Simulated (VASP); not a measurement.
Output of a VASP run:

### OSZICAR
```
       N       E                     dE             d eps       ncg     rms          rms(c)
DAV:   1     0.296752862730E+03    0.29675E+03   -0.18366E+04  2864   0.115E+03
DAV:   2    -0.102523007528E+02   -0.30701E+03   -0.30084E+03  2560   0.367E+02
DAV:   3    -0.274598518201E+02   -0.17208E+02   -0.16882E+02  3280   0.802E+01
DAV:   4    -0.279253093010E+02   -0.46546E+00   -0.45755E+00  2712   0.115E+01
DAV:   5    -0.279436600963E+02   -0.18351E-01   -0.18298E-01  3104   0.188E+00    0.177E+01
DAV:   6    -0.292075882896E+02   -0.12639E+01   -0.10224E+02  3016   0.548E+01    0.304E+01
DAV:   7    -0.232296060321E+02    0.59780E+01   -0.49289E+01  3088   0.416E+01    0.437E+00
DAV:   8    -0.233596351407E+02   -0.13003E+00   -0.23171E+00  2984   0.651E+00    0.239E+00
DAV:   9    -0.234410784480E+02   -0.81443E-01   -0.41539E-01  3440   0.288E+00    0.198E+00
DAV:  10    -0.234623123079E+02   -0.21234E-01   -0.11532E-01  3264   0.274E+00    0.125E+00
DAV:  11    -0.234827341589E+02   -0.20422E-01   -0.91329E-02  3160   0.189E+00    0.675E-01
DAV:  12    -0.234899964453E+02   -0.72623E-02   -0.27642E-02  3304   0.821E-01    0.431E-01
DAV:  13    -0.234935231199E+02   -0.35267E-02   -0.18094E-02  2968   0.513E-01    0.372E-01
DAV:  14    -0.234961915360E+02   -0.26684E-02   -0.13996E-02  3200   0.384E-01    0.316E-01
DAV:  15    -0.234981526704E+02   -0.19611E-02   -0.46329E-02  3248   0.685E-01    0.224E-01
DAV:  16    -0.235006775949E+02   -0.25249E-02   -0.14250E-02  3168   0.426E-01    0.120E-01
DAV:  17    -0.235018681269E+02   -0.11905E-02   -0.27897E-03  2960   0.259E-01    0.682E-02
DAV:  18    -0.235021360288E+02   -0.26790E-03   -0.45796E-04  2984   0.122E-01    0.389E-02
DAV:  19    -0.235022010679E+02   -0.65039E-04   -0.12731E-04  3168   0.596E-02    0.293E-02
DAV:  20    -0.235022242414E+02   -0.23174E-04   -0.14487E-04  3072   0.445E-02    0.222E-02
DAV:  21    -0.235022386614E+02   -0.14420E-04   -0.34909E-04  3224   0.592E-02    0.151E-02
DAV:  22    -0.235022493241E+02   -0.10663E-04   -0.17358E-04  3024   0.418E-02    0.916E-03
DAV:  23    -0.235022585791E+02   -0.92549E-05   -0.30002E-05  2520   0.211E-02    0.575E-03
DAV:  24    -0.235022607109E+02   -0.21319E-05   -0.14204E-05  2256   0.152E-02    0.399E-03
DAV:  25    -0.235022617195E+02   -0.10085E-05   -0.25215E-06  1176   0.849E-03    0.263E-03
DAV:  26    -0.235022620296E+02   -0.31011E-06   -0.25810E-06  1512   0.712E-03
   1 F= -.23502262E+02 E0= -.23500499E+02  d E =-.352681E-02  mag=     4.2088
```

**OUTCAR**
```
------------------------ aborting loop because EDIFF is reached ----------------------------------------
  FORCE on cell =-STRESS in cart. coord.  units (eV):
  Direction    XX          YY          ZZ          XY          YZ          ZX
  --------------------------------------------------------------------------------------
  Total       -7.5442932     -6.5585359     -7.1089222      0.0000000      0.0000000      0.6839092
  in kB     -113.2446087    -98.4477688   -106.7094148      0.0000000      0.0000000     10.2659099
  external PRESSURE =    -106.1339307 kB  Pullay stress =       0.0000000 kB
  volume of cell :      106.74
      direct lattice vectors                 reciprocal lattice vectors
     3.233687000 -2.363132000  0.000000000     0.154622262 -0.211583610  0.025985865
     3.233687000  2.363132000  0.000000000     0.154622262  0.211583610  0.025985865
    -1.173710000  0.000000000  6.983862000     0.000000000  0.000000000  0.143187251
 POSITION                                       TOTAL-FORCE (eV/Angst)
 -----------------------------------------------------------------------------------
      1.61684      1.18157      0.00000         0.000000      0.000000      0.000000
      1.02999     -1.18157      3.49193         0.000000      0.000000      0.000000
      2.94026     -0.38566      1.74597         0.000000     -0.198113      0.000000
      2.35340      0.38566      5.23790        -0.000000      0.198113     -0.000000
 -----------------------------------------------------------------------------------
    total drift:                                0.000000      0.000000      0.000000
  FREE ENERGIE OF THE ION-ELECTRON SYSTEM (eV)
  ---------------------------------------------------
  free  energy   TOTEN  =       -23.5022620296 eV

  energy  without entropy=      -23.4987352239  energy(sigma->0) =      -23.50049863

 total charge

# of ion       s       p       d       tot
------------------------------------------
    1        2.188   6.074   2.943  11.205
    2        2.188   6.074   2.943  11.205
    3        1.231   1.477   0.019   2.728
    4        1.231   1.477   0.019   2.728
--------------------------------------------------
tot          6.838  15.102   5.925  27.866

 magnetization (x)

# of ion       s       p       d       tot
------------------------------------------
    1        0.028   0.002   2.228   2.259
    2        0.028   0.002   2.228   2.259
    3       -0.011  -0.250   0.008  -0.253
    4       -0.011  -0.250   0.008  -0.253
--------------------------------------------------
tot          0.034  -0.496   4.473   4.011
```
(Selected blocks of OUTCAR.)

**POSCAR**
```
VAs
1
    3.2336870000    -2.3631320000     0.0000000000
    3.2336870000     2.3631320000     0.0000000000
   -1.1737100000     0.0000000000     6.9838620000
V As
2 2
Direct
  0.0000000000   0.5000000000   0.0000000000
  0.5000000000   0.0000000000   0.5000000000
  0.5816000000   0.4184000000   0.2500000000
  0.4184000000   0.5816000000   0.7500000000
```

Problem. Reconstruct the remaining input files.

Solution. Several could match; the one computed here: the input of the run itself, PBE GGA + U (Dudarev), plane waves, VASP's PBE PAW potentials (set 64).

### INCAR
```
ALGO  =  Normal
EDIFF  =  1E-6
ENCUT  =  400
GGA  =  PE
ISIF  =  2
ISMEAR  =  0
ISPIN  =  2
LASPH  =  T
LCHARG  =  F
LDAU  =  T
LDAUJ  =  0 0
LDAUL  =  2 -1
LDAUPRINT  =  1
LDAUTYPE  =  2
LDAUU  =  1.0 0
LMAXMIX  =  4
LORBIT  =  10
LREAL  =  F
LWAVE  =  F
MAGMOM  =  2*2.0 2*0.0
NELM  =  100
PREC  =  Accurate
SIGMA  =  0.05
SYSTEM  =  VAs
```

**KPOINTS**
```
Automatic mesh
0
G
5 5 3
```

POTCAR, in this order: V_sv As (PBE.64 set). Program: vasp_std.

The structure was generated: VAs was put into the tenorite type (C2/c), which need not be its known phase. The cell was not relaxed at this level. The k-mesh is coarse (spacing up to 0.33 per Å, 2π included), so the numbers may not be converged in it. The run is one of a series of settings (LDAU = .TRUE., LDAUJ = 0 0, LDAUL = 2 -1, LDAUTYPE = 2, LDAUU = 1.0 0 against the base run), some of them coarse on purpose.
